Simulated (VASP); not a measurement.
An input for Ansatz (written as the equivalent of a VASP run, and not itself run):

Ansatz 0.2 input:
```yaml
crystal:
  lattice:
    - [1.5660102, -2.7124095, 0.0000000]
    - [1.5660102, 2.7124095, 0.0000000]
    - [0.0000000, 0.0000000, 3.4821228]
  atoms:
    - { symbol: Hf, position: [0.0000000, 0.0000000, 0.0000000] }
    - { symbol: B, position: [0.3333330, 0.6666670, 0.5000000] }
    - { symbol: B, position: [0.6666670, 0.3333330, 0.5000000] }
kpoints:
  mp_grid: { grid: [10, 10, 8] }
hamiltonian:
  xc: r2scan
  pseudopotentials: { kind: paw }
scf:
  occupations: { method: methfessel_paxton, width: 0.1 }
  max_iter: 100
relax:
  max_steps: 40
  f_tol: 0.01
  cell: { p_target: 1 }
output: { forces: true, stress: true, eigenvalues: true }
```

Write the VASP files for the same calculation (r2SCAN).

One answer among several that fit: 
### POSCAR
```
HfB2
1.0
  1.5660102064  -2.7124094731   0.0000000000
  1.5660102064   2.7124094731   0.0000000000
  0.0000000000   0.0000000000   3.4821228369
Hf B
1 2
Cartesian
  0.0000000000   0.0000000000   0.0000000000
  1.5660102064   0.9041382993   1.7410614184
  1.5660102064  -0.9041382993   1.7410614184
```

### KPOINTS
```
Automatic mesh
0
Gamma
10 10 8
0 0 0
```

INCAR:
```
SYSTEM = HfB2
PREC = Accurate; ENCUT = 600; LREAL = .False.
LASPH = .True.
EDIFF = 1E-7; NELM = 100; ALGO = Normal
LMAXMIX = 6; LMIXTAU = .True.
ISMEAR = 1; SIGMA = 0.1
METAGGA = R2SCAN
IBRION = 2; NSW = 40; ISIF = 3
EDIFFG = -0.01; PSTRESS = 10
LWAVE = .False.; LCHARG = .False.
```

POTCAR, in this order: Hf_pv B (PBE.64 set). Program: vasp_std.

Limits of the translation: each code has its own PAW files, so the cut-off isn't converted (ENCUT is set for VASP's; basis.ecutwfc is left out, and Ansatz then takes the one that its files recommend); Ansatz stops its SCF on the density residual and VASP on the energy change (EDIFF).

The compound is HfB2 in the AlB2 type structure. This run relaxes it under an external pressure of 1 GPa. Symmetry was kept, so distortions that lower it aren't found.
